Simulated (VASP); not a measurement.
Data:

```xyz
2
Lattice="3.9541 0.0000 0.0000 -1.9771 3.4244 0.0000 0.0000 0.0000 3.9358" Properties=species:S:1:pos:R:3 pbc="T T T"
Lu     0.0000     0.0000     1.9679
Te     1.9771     1.1415     0.0000
```

These are PBEsol GGA with spin-orbit coupling, VASP's PBE PAW potentials (set 64) (plane waves; VASP) values and carry that method's errors. Run with 400 eV cut-off, 10×10×8 Γ-centred mesh, Gaussian smearing of 0.050 eV, potentials Lu_3 Te.

Problem. Give the energies of bands 9 to 21 at the high-symmetry points, in eV from the Fermi level.

Solution. 
| band | Γ | M | K | A | L | H |
|---|---|---|---|---|---|---|
| 9 | -2.53 | -6.01 | -5.58 | -6.65 | -4.93 | -5.02 |
| 10 | -2.53 | -6.01 | -5.28 | -6.65 | -4.93 | -4.71 |
| 11 | -1.83 | -2.72 | -4.47 | -1.76 | -4.63 | -4.60 |
| 12 | -1.83 | -2.72 | -4.28 | -1.76 | -4.63 | -4.42 |
| 13 | -1.69 | -1.97 | -2.58 | -1.22 | -2.90 | -3.72 |
| 14 | -1.69 | -1.97 | -2.53 | -1.22 | -2.90 | -3.33 |
| 15 | -1.16 | -0.72 | 1.38 | 1.16 | -0.50 | 0.26 |
| 16 | -1.16 | -0.72 | 1.49 | 1.16 | -0.50 | 0.37 |
| 17 | 1.70 | 2.52 | 1.64 | 1.39 | 2.98 | 1.40 |
| 18 | 1.70 | 2.52 | 1.96 | 1.39 | 2.98 | 1.42 |
| 19 | 2.98 | 3.33 | 2.19 | 2.78 | 3.23 | 3.89 |
| 20 | 2.98 | 3.33 | 2.28 | 2.81 | 3.23 | 4.19 |
| 21 | 3.13 | 3.87 | 2.33 | 3.02 | 4.07 | 4.34 |

It has no gap at this level: it comes out as a metal or semimetal.

The structure comes from a computed database's LuTe entry (P-6m2); how it stands against other phases isn't given here. It was relaxed first.
